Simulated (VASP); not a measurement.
Calculation: PBEsol GGA, VASP's PBE PAW potentials (set 64) (plane waves; VASP).

Input for VASP

KPOINTS:
```
Automatic mesh
0
gamma
  8 8 8
0 0 0
```

POSCAR:
```
LaSi
1
    0.0000000000     3.6719480000     3.6719480000
    3.6719480000     0.0000000000     3.6719480000
    3.6719480000     3.6719480000     0.0000000000
La Si
1 1
Direct
  0.0000000000   0.0000000000   0.0000000000
  0.2500000000   0.2500000000   0.2500000000
```

INCAR:
```
! general
SYSTEM =LaSi
PREC   =Accurate
ENCUT  =400
LREAL  =.FALSE.   ! projection in real space or not
LASPH  =.TRUE.

! electronic loop
EDIFF  =1E-6   ! SCF stop (eV)
NELM   =100   ! most electronic steps
ALGO   =Normal
LMAXMIX=6

! smearing
ISMEAR =1   ! Methfessel-Paxton
SIGMA  =0.1

! functional
GGA    =PS

! ions
IBRION =2
NSW    =60
ISIF   =3
EDIFFG =-0.01

! output
LWAVE  =.FALSE.
LCHARG =.FALSE.
```

POTCAR, in this order: La Si (PBE.64 set). Program: vasp_std.

The run wrote:

### OSZICAR
```
       N       E                     dE             d eps       ncg     rms          rms(c)
DAV:   1     0.128458479796E+03    0.12846E+03   -0.40212E+03   638   0.106E+03
DAV:   2     0.987017119833E+00   -0.12747E+03   -0.12581E+03  1030   0.219E+02
DAV:   3    -0.911485858116E+01   -0.10102E+02   -0.99692E+01   767   0.915E+01
DAV:   4    -0.101975753762E+02   -0.10827E+01   -0.10645E+01  1213   0.314E+01
DAV:   5    -0.102347634228E+02   -0.37188E-01   -0.37147E-01   860   0.522E+00    0.281E+00
DAV:   6    -0.993896237163E+01    0.29580E+00   -0.96566E-01  1060   0.505E+00    0.168E+00
DAV:   7    -0.990061184953E+01    0.38351E-01   -0.17521E-01  1212   0.256E+00    0.695E-01
DAV:   8    -0.990136203638E+01   -0.75019E-03   -0.22814E-02  1276   0.148E+00    0.215E-01
DAV:   9    -0.990222777622E+01   -0.86574E-03   -0.91268E-03  1276   0.956E-01    0.108E-01
DAV:  10    -0.990204364496E+01    0.18413E-03   -0.11050E-03  1260   0.213E-01    0.673E-02
DAV:  11    -0.990212625164E+01   -0.82607E-04   -0.46558E-04  1172   0.169E-01    0.166E-02
DAV:  12    -0.990212966705E+01   -0.34154E-05   -0.44863E-05  1148   0.378E-02    0.129E-02
DAV:  13    -0.990213275434E+01   -0.30873E-05   -0.15708E-05  1068   0.386E-02    0.922E-03
DAV:  14    -0.990213504751E+01   -0.22932E-05   -0.17379E-05   988   0.282E-02    0.246E-03
DAV:  15    -0.990213518360E+01   -0.13608E-06   -0.20187E-06   793   0.107E-02
   1 F= -.99021352E+01 E0= -.99015758E+01  d E =-.990214E+01
       N       E                     dE             d eps       ncg     rms          rms(c)
DAV:   1    -0.166786768108E+02   -0.67765E+01   -0.20213E+02   731   0.188E+02    0.114E+01
DAV:   2    -0.120130260426E+02    0.46657E+01   -0.13675E+01  1037   0.644E+01    0.614E+00
DAV:   3    -0.105328655455E+02    0.14802E+01   -0.11625E+01  1074   0.322E+01    0.253E+00
DAV:   4    -0.104641224695E+02    0.68743E-01   -0.16550E+00  1097   0.196E+01    0.102E+00
DAV:   5    -0.104800709574E+02   -0.15948E-01   -0.74868E-02  1084   0.253E+00    0.781E-01
DAV:   6    -0.104925918199E+02   -0.12521E-01   -0.39649E-02  1201   0.219E+00    0.313E-01
DAV:   7    -0.104942270244E+02   -0.16352E-02   -0.70399E-03  1244   0.704E-01    0.199E-01
DAV:   8    -0.104941584664E+02    0.68558E-04   -0.68050E-03  1049   0.101E+00    0.252E-02
DAV:   9    -0.104942173590E+02   -0.58893E-04   -0.32289E-04  1196   0.134E-01    0.315E-02
DAV:  10    -0.104942401802E+02   -0.22821E-04   -0.39374E-04   844   0.218E-01    0.720E-03
DAV:  11    -0.104942438802E+02   -0.37000E-05   -0.42497E-05   960   0.811E-02    0.708E-03
DAV:  12    -0.104942462730E+02   -0.23927E-05   -0.18489E-05  1096   0.341E-02    0.273E-03
DAV:  13    -0.104942463799E+02   -0.10689E-06   -0.17882E-05   882   0.368E-02    0.494E-03
DAV:  14    -0.104942465132E+02   -0.13332E-06   -0.68994E-06  1061   0.290E-02
   2 F= -.10494247E+02 E0= -.10493768E+02  d E =-.592111E+00
```

File OUTCAR:
```
------------------------ aborting loop because EDIFF is reached ----------------------------------------
  FORCE on cell =-STRESS in cart. coord.  units (eV):
  Direction    XX          YY          ZZ          XY          YZ          ZX
  --------------------------------------------------------------------------------------
  Total        0.0049408      0.0049408      0.0049408      0.0000000     -0.0000000     -0.0000000
  in kB        0.1065903      0.1065903      0.1065903      0.0000000     -0.0000000     -0.0000000
  external PRESSURE =       0.1065903 kB  Pullay stress =       0.0000000 kB
  volume of cell :       74.27
      direct lattice vectors                 reciprocal lattice vectors
    -0.000000000  3.336202795  3.336202795    -0.149870985  0.149870985  0.149870985
     3.336202795  0.000000000  3.336202795     0.149870985 -0.149870985  0.149870985
     3.336202795  3.336202795  0.000000000     0.149870985  0.149870985 -0.149870985
 POSITION                                       TOTAL-FORCE (eV/Angst)
 -----------------------------------------------------------------------------------
      3.33620      3.33620      0.00000        -0.000000     -0.000000     -0.000000
      1.66810      1.66810      1.66810         0.000000      0.000000      0.000000
 -----------------------------------------------------------------------------------
    total drift:                                0.000000      0.000000      0.000000
  FREE ENERGIE OF THE ION-ELECTRON SYSTEM (eV)
  ---------------------------------------------------
  free  energy   TOTEN  =       -10.4942465132 eV

  energy  without entropy=      -10.4928094937  energy(sigma->0) =      -10.49376751

 reached required accuracy - stopping structural energy minimisation
```
(Selected blocks of OUTCAR.)

File CONTCAR:
```
LaSi
   1.00000000000000
    -0.0000000000000000    3.3362027952498776    3.3362027952498776
     3.3362027952498776    0.0000000000000000    3.3362027952498776
     3.3362027952498776    3.3362027952498776    0.0000000000000000
  La              Si
     1     1
Direct
     0.0000000000000000    0.0000000000000000    1.0000000000000000
     0.2500000000000000    0.2500000000000000    0.2500000000000000
```

OUTCAR:
```
 val. band max:        3.8040774089   @ k =   0.3750   0.2500   0.0000

 cond. band min:       3.8472909305   @ k =  -0.3750   0.2500   0.1250


 Fermi energy:         3.8419005375

 k-point     1 :       0.0000    0.0000    0.0000
  band No.  band energies     occupation
      1     -28.2482      2.00000
      2     -11.9186      2.00000
      3     -11.9186      2.00000
      4     -11.9186      2.00000
      5      -2.7797      2.00000
      6       3.0294      2.00000
      7       3.0294      2.00000
      8       3.0294      2.00000
      9       5.6384     -0.00000
     10       6.4573      0.00000
     11       6.4573      0.00000

 k-point     2 :       0.1250    0.0000    0.0000
  band No.  band energies     occupation
      1     -28.2463      2.00000
      2     -11.9578      2.00000
      3     -11.9236      2.00000
      4     -11.9236      2.00000
      5      -2.6579      2.00000
      6       2.8774      2.00000
      7       3.1035      2.00000
      8       3.1035      2.00000
      9       5.8474      0.00000
     10       6.2368      0.00000
     11       6.2373      0.00000

 k-point     3 :       0.2500    0.0000    0.0000
  band No.  band energies     occupation
      1     -28.2416      2.00000
      2     -12.0500      2.00000
      3     -11.9355      2.00000
      4     -11.9355      2.00000
      5      -2.3729      2.00000
      6       2.7194      2.00000
      7       3.2641      2.00000
      8       3.2641      2.00000
      9       6.0968      0.00000
     10       6.1067      0.00000
     11       6.1067      0.00000

 k-point     4 :       0.3750    0.0000    0.0000
  band No.  band energies     occupation
      1     -28.2369      2.00000
      2     -12.1388      2.00000
      3     -11.9474      2.00000
      4     -11.9474      2.00000
      5      -2.1091      2.00000
      6       2.8301      2.00000
      7       3.3846      2.00000
      8       3.3846      2.00000
      9       6.1452      0.00000
...
```

Energy and stress use the plane-wave basis of the starting cell.

The structure was generated: LaSi was put into the zinc blende type (F-43m), which need not be its known phase. This run relaxes it. Symmetry was kept, so distortions that lower it aren't found. The electron count is odd and the run is not spin-polarised, which forces a metal.
